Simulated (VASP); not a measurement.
# Lattice of Nb3Sn, functional by functional, part 3 of 3

Which functional gives which lattice for Nb3Sn? The starting structure is a measured crystal structure from the Crystallography Open Database. The first relaxation on each setting starts from this cell expanded by 3 % in volume.

VASP 6.6.1.

Results so far: PBEsol 18.13 Å³ an atom; LDA 17.77 Å³ an atom; PBE 18.76 Å³ an atom; PBEsol + D3(BJ) 17.50 Å³ an atom; r2SCAN 18.62 Å³ an atom; r2SCAN + rVV10 18.49 Å³ an atom.

### 8. Relaxation with vdW-DF-cx

Level of this step: vdW-DF-cx; plane waves and PAW (Sn_d, Nb_sv) (VASP).

vdW-DF-cx takes its exchange from the same plasmon model as its correlation. This run starts from the cell of an earlier relaxation, which isn't shown; the restart sets up the plane waves anew.

The input, INCAR:

```
SYSTEM = Nb3Sn
PREC = Accurate
ENCUT = 450
EDIFF = 1E-06
NELM = 100
ISMEAR = 1
SIGMA = 0.15
LREAL = .FALSE.
ALGO = Normal
GGA = CX
AGGAC = 0
LUSE_VDW = .TRUE.
LASPH = .TRUE.
NBANDS = 65
LORBIT = 11
LWAVE = .FALSE.
LCHARG = .FALSE.
KPAR = 8
IBRION = 2
NSW = 50
ISIF = 3
EDIFFG = -0.006
```

The input, POSCAR:

```
Nb3Sn
1.0
    5.2629322438      0.0000000000      0.0000000000
    0.0000000000      5.2629322438      0.0000000000
    0.0000000000      0.0000000000      5.2629322438
Sn Nb
2 6
Direct
    0.5000000000      0.5000000000      0.5000000000
    0.0000000000      0.0000000000      0.0000000000
    0.0000000000      0.5000000000      0.2500000000
    0.0000000000      0.5000000000      0.7500000000
    0.5000000000      0.2500000000      0.0000000000
    0.7500000000      0.0000000000      0.5000000000
    0.5000000000      0.7500000000      0.0000000000
    0.2500000000      0.0000000000      0.5000000000
```

The input, KPOINTS:

```
Automatic mesh
0
Gamma
6 6 6
0 0 0
```

Potentials, in the order of the species: Sn_d and Nb_sv (PBE family, release 64).

Command:

```sh
mpirun -np 8 vasp_std
```

Log:

```text
[banner, memory and clock lines left out]
running    8 mpi-ranks, on    1 nodes
[...]
[... a notice as in an earlier step ...]

 [... a notice as in an earlier step ...]

 [... a notice as in an earlier step ...]

 LDA part: xc-table for (Slater+PW92), standard interpolation
 POSCAR, INCAR and KPOINTS ok, starting setup
[...]
entering main loop
       N       E                     dE             d eps       ncg     rms          rms(c)
DAV:   1     0.166986930904E+04    0.16699E+04   -0.47401E+04  2762   0.200E+03
DAV:   2     0.205913137231E+03   -0.14640E+04   -0.14281E+04  2609   0.744E+02
DAV:   3    -0.243938050754E+02   -0.23031E+03   -0.22094E+03  3494   0.247E+02
DAV:   4    -0.508709703530E+02   -0.26477E+02   -0.25772E+02  3887   0.761E+01
[...]
DAV:  12    -0.500688218344E+02    0.66955E-05   -0.49064E-05  4480   0.376E-02    0.492E-03
DAV:  13    -0.500688206830E+02    0.11514E-05   -0.31916E-06  2624   0.103E-02    0.234E-03
DAV:  14    -0.500688205362E+02    0.14677E-06   -0.65079E-07  2096   0.627E-03
   1 F= -.50068821E+02 E0= -.50062062E+02  d E =-.500688E+02
[...]
reached required accuracy - stopping structural energy minimisation
```

Elapsed: 69 s, on 8 MPI ranks of Intel Xeon 6975P-C (Granite Rapids), shared host; peak memory 4.4 GiB.

OUTCAR, selected parts (step 8):

```text
  Total       -0.0416201     -0.0416201     -0.0416201     -0.0000000     -0.0000000     -0.0000000
  in kB       -0.4574361     -0.4574361     -0.4574361     -0.0000000     -0.0000000     -0.0000000
  external PRESSURE =      -0.4574361 kB  Pullay stress =       0.0000000 kB

 POSITION                                       TOTAL-FORCE (eV/Angst)
 -----------------------------------------------------------------------------------
      2.63147      2.63147      2.63147         0.000000      0.000000      0.000000
      0.00000      0.00000      0.00000         0.000000      0.000000      0.000000
      0.00000      2.63147      1.31573        -0.000000     -0.000000     -0.000000
      0.00000      2.63147      3.94720        -0.000000     -0.000000      0.000000
      2.63147      1.31573      0.00000         0.000000     -0.000000      0.000000
      3.94720      0.00000      2.63147         0.000000     -0.000000     -0.000000
      2.63147      3.94720      0.00000        -0.000000      0.000000     -0.000000
      1.31573      0.00000      2.63147        -0.000000      0.000000     -0.000000
 -----------------------------------------------------------------------------------
    total drift:                                0.000000      0.000000     -0.000000

  FREE ENERGIE OF THE ION-ELECTRON SYSTEM (eV)
  ---------------------------------------------------
  free  energy   TOTEN  =       -50.0688205362 eV

  energy  without entropy=      -50.0485453648  energy(sigma->0) =      -50.06206215

[... 2 parts as in an earlier step ...]

[... 2 further parts left out ...]
[key lines of the parts left out:]
E-fermi :  11.4868
```

With vdW-DF-cx the relaxed cell holds 18.222 Å³ an atom, -1.08 % against the measured cell, with a = 5.263 Å. That is +0.49 % from PBEsol.

### 9. Relaxation with PBEsol + D4

D4 lets the coefficients depend on atomic charges too. This run starts from the cell of an earlier relaxation, which isn't shown; the restart sets up the plane waves anew.

Changes to INCAR since step 8:

```diff
@@ -9,7 +9,6 @@
 ALGO = Normal
-GGA = CX
-AGGAC = 0
-LUSE_VDW = .TRUE.
+GGA = PS
+IVDW = 13
+NBANDS = 65
 LASPH = .TRUE.
-NBANDS = 65
 LORBIT = 11
```

Changes to POSCAR since step 8:

```diff
@@ -2,5 +2,5 @@
 1.0
-    5.2629322438      0.0000000000      0.0000000000
-    0.0000000000      5.2629322438      0.0000000000
-    0.0000000000      0.0000000000      5.2629322438
+    5.2358554177      0.0000000000      0.0000000000
+    0.0000000000      5.2358554177      0.0000000000
+    0.0000000000      0.0000000000      5.2358554177
 Sn Nb
```

KPOINTS is that of step 8.

Command:

```sh
mpirun -np 8 vasp_std
```

Log:

```text
[... set-up lines as in an earlier step ...]
 entering main loop
       N       E                     dE             d eps       ncg     rms          rms(c)
DAV:   1     0.165680095419E+04    0.16568E+04   -0.47237E+04  2720   0.200E+03
DAV:   2     0.180896816244E+03   -0.14759E+04   -0.14404E+04  2616   0.737E+02
DAV:   3    -0.488535820179E+02   -0.22975E+03   -0.22010E+03  3454   0.247E+02
DAV:   4    -0.767476953598E+02   -0.27894E+02   -0.27156E+02  3927   0.765E+01
[...]
DAV:  11    -0.759387043416E+02    0.25315E-04   -0.50442E-04  3648   0.123E-01    0.282E-02
DAV:  12    -0.759386950563E+02    0.92854E-05   -0.50659E-05  4496   0.395E-02    0.455E-03
DAV:  13    -0.759386943291E+02    0.72715E-06   -0.31914E-06  2592   0.986E-03
   1 F= -.77820437E+02 E0= -.77813590E+02  d E =-.778204E+02
[...]
N       E                     dE             d eps       ncg     rms          rms(c)
DAV:   1    -0.759377913228E+02    0.90373E-03   -0.61898E-02  2976   0.198E+00    0.274E-01
[...]
2 F= -.77820379E+02 E0= -.77813542E+02  d E =0.571108E-04
 trial-energy change:    0.000057  1 .order    0.000056   -0.000112    0.000224
 step:   0.3336(harm=  0.3336)  dis= 0.00000  next Energy=   -77.820455 (dE=-0.187E-04)
[...]
N       E                     dE             d eps       ncg     rms          rms(c)
DAV:   1    -0.759386245350E+02   -0.25454E-02   -0.27534E-02  2896   0.132E+00    0.183E-01
DAV:   2    -0.759380836915E+02    0.54084E-03   -0.28612E-03  3432   0.400E-01    0.104E-01
DAV:   3    -0.759378720570E+02    0.21163E-03   -0.15896E-03  3912   0.224E-01    0.581E-02
DAV:   4    -0.759378604335E+02    0.11624E-04   -0.18698E-04  3624   0.632E-02    0.217E-02
DAV:   5    -0.759378628729E+02   -0.24394E-05   -0.18736E-05  3608   0.198E-02    0.188E-02
DAV:   6    -0.759378618678E+02    0.10050E-05   -0.53009E-06  2776   0.969E-03    0.971E-03
DAV:   7    -0.759378584886E+02    0.33793E-05   -0.54688E-06  2984   0.949E-03    0.221E-03
DAV:   8    -0.759378597061E+02   -0.12176E-05   -0.70865E-07  1840   0.644E-03    0.145E-03
DAV:   9    -0.759378594853E+02    0.22083E-06   -0.27385E-07  1840   0.343E-03
   3 F= -.77820455E+02 E0= -.77813611E+02  d E =-.180505E-04
[...]
reached required accuracy - stopping structural energy minimisation
```

It took 35 s on 8 MPI ranks; peak memory 2.4 GiB.

OUTCAR, selected parts (step 9):

```text
  Edisp (eV):   -1.88260

  Total      -0.00035    -0.00035    -0.00035    -0.00000    -0.00000     0.00000
  in kB      -0.00389    -0.00389    -0.00389    -0.00000    -0.00000     0.00000
  external pressure =       -0.00 kB  Pullay stress =        0.00 kB

 POSITION                                       TOTAL-FORCE (eV/Angst)
 -----------------------------------------------------------------------------------
      2.61751      2.61751      2.61751         0.000000      0.000000      0.000000
      0.00000      0.00000      0.00000         0.000000      0.000000      0.000000
      0.00000      2.61751      1.30876        -0.000000     -0.000000      0.000000
      0.00000      2.61751      3.92627         0.000000     -0.000000      0.000000
      2.61751      1.30876     -0.00000        -0.000000      0.000000      0.000000
      3.92627     -0.00000      2.61751         0.000000     -0.000000      0.000000
      2.61751      3.92627     -0.00000        -0.000000     -0.000000     -0.000000
      1.30876     -0.00000      2.61751        -0.000000     -0.000000     -0.000000
 -----------------------------------------------------------------------------------
    total drift:                                0.000000      0.000000     -0.000000

  FREE ENERGIE OF THE ION-ELECTRON SYSTEM (eV)
  ---------------------------------------------------
  free  energy   TOTEN  =       -77.8204545906 eV

  energy  without entropy=      -77.7999234435  energy(sigma->0) =      -77.81361087

[... 2 parts as in an earlier step ...]

[... 2 further parts left out ...]
[key lines of the parts left out:]
E-fermi :  11.6878
```

With PBEsol + D4 the relaxed cell holds 17.934 Å³ an atom, -2.65 % against the measured cell, with a = 5.235 Å. That is -1.10 % from PBEsol.

### 10. Comparison

```csv
level,volume (Å³/atom),against the measured cell (%),a (Å),pressure left (GPa),core minutes
PBEsol,18.133,-1.57,5.2543,0.0,20.1
LDA,17.771,-3.53,5.2191,0.0,22.8
PBE,18.764,1.86,5.3146,-0.01,15.5
PBEsol + D3(BJ),17.502,-4.99,5.1927,0.0,30.3
r2SCAN,18.625,1.1,5.3015,-0.03,33.5
r2SCAN + rVV10,18.488,0.36,5.2884,0.01,55.1
vdW-DF-cx,18.222,-1.08,5.2629,-0.05,45.1
PBEsol + D4,17.934,-2.65,5.235,0.0,14.4
```

Core minutes are wall time times ranks, summed over the relaxations behind a row (those for a bulk modulus apart), on shared hosts.

### 11. Summary of results

```
volume, PBEsol          : 18.13 Å³/atom
volume, LDA             : 17.77 Å³/atom
volume, PBE             : 18.76 Å³/atom
volume, PBEsol + D3(BJ) : 17.50 Å³/atom
volume, r2SCAN          : 18.62 Å³/atom
volume, r2SCAN + rVV10  : 18.49 Å³/atom
volume, vdW-DF-cx       : 18.22 Å³/atom
volume, PBEsol + D4     : 17.93 Å³/atom
```

In words: Across 8 levels the volume of Nb3Sn spans 7.2 %, from 17.50 Å³ an atom (PBEsol + D3(BJ)) to 18.76 Å³ (PBE). Against the measured volume of the starting structure, r2SCAN + rVV10 comes nearest (+0.4 %) and PBEsol + D3(BJ) lies farthest (-5.0 %). The measured cell holds zero-point expansion and, unless it was taken cold, thermal expansion, which the runs lack, so small differences decide nothing. Adding D3(BJ) to PBEsol changes the volume by -3.5 %. Adding rVV10 to r2SCAN changes the volume by -0.7 %. Adding D4 to PBEsol changes the volume by -1.1 %. All runs keep the symmetry of the start, so they can't find a distortion of lower symmetry. Further runs on this material are not shown.

[Lines on the potential files, build, host, timing and source positions are cut from VASP's logs without a mark.]

[Logs are printed without paths, hosts, clocks, repeated set-up lines and the standing remarks that a program may print on its own settings, such as how far it seeks lower states.]

[Hosts, paths, dates, database ids (printed as entryN), source tags and the programs' standing remarks are cut or masked in the printed files.]
